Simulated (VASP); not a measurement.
Given:

```xyz
2
Lattice="0.0000 2.2815 2.2815 2.2815 0.0000 2.2815 2.2815 2.2815 0.0000" Properties=species:S:1:pos:R:3 pbc="T T T"
Zr     0.0000     0.0000     0.0000
N      2.2815     2.2815     2.2815
```

The numbers are results of PBE GGA with D3 dispersion (zero damping), VASP's PBE PAW potentials (set 64) (plane waves; VASP), not measurements. Settings: 520 eV cut-off, 15×15×15 Γ-centred mesh, tetrahedra with Blöchl corrections, potentials Zr_sv N.

### Question
What does the run give for the energy per atom (σ→0), band gap (on the k-mesh) with the smallest direct gap where there is one?

### Answer

The band gap (on the k-mesh) is none (metal, semimetal or under 0.01 eV) and the energy per atom (σ→0) is -10505 meV/atom.

The absolute energy has meaning only against runs of the same code, potentials and settings.

The compound is ZrN in the rock salt structure. It was relaxed first. The electron count is odd and the run is not spin-polarised, which forces a metal.
